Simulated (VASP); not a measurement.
BaSn2 (space group P-3m1): computed properties

The numbers are results of PBEsol GGA, VASP's PBE PAW potentials (set 64) (plane waves; VASP), not measurements.

| Item | Value |
|---|---|
| space group | P-3m1 (164) |
| cell | a = b = 4.7085 Å, c = 5.3945 Å, α = β = 90.00°, γ = 120.00° |
| volume per atom | 34.52 Å³/atom |
| band gap (over mesh and band path) | none (metal, semimetal or under 0.01 eV) |
| band gap with spin-orbit coupling | none (metallic) |
| density | 6.01 g/cm³ |

```cif
data_BaSn2
_chemical_formula_sum 'Ba1 Sn2'
_space_group_name_H-M_alt 'P-3m1'
_space_group_IT_number 164
_space_group_name_Hall '-P 3 2"'
_cell_length_a 4.70848
_cell_length_b 4.70848
_cell_length_c 5.39454
_cell_angle_alpha 90.000
_cell_angle_beta 90.000
_cell_angle_gamma 120.000
loop_
_atom_site_label
_atom_site_type_symbol
_atom_site_symmetry_multiplicity
_atom_site_Wyckoff_symbol
_atom_site_fract_x
_atom_site_fract_y
_atom_site_fract_z
_atom_site_occupancy
Ba1 Ba 1 b 0.00000 0.00000 0.50000 1
Sn1 Sn 2 d 0.33333 0.66667 0.10260 1
```

Unless said otherwise, spin-orbit coupling is left out, though it shifts the bands of the heavy elements here.

The structure comes from a computed database's BaSn2 entry (P-3m1); how it stands against other phases isn't given here. It was relaxed first. Symmetry was kept, so distortions that lower it aren't found.
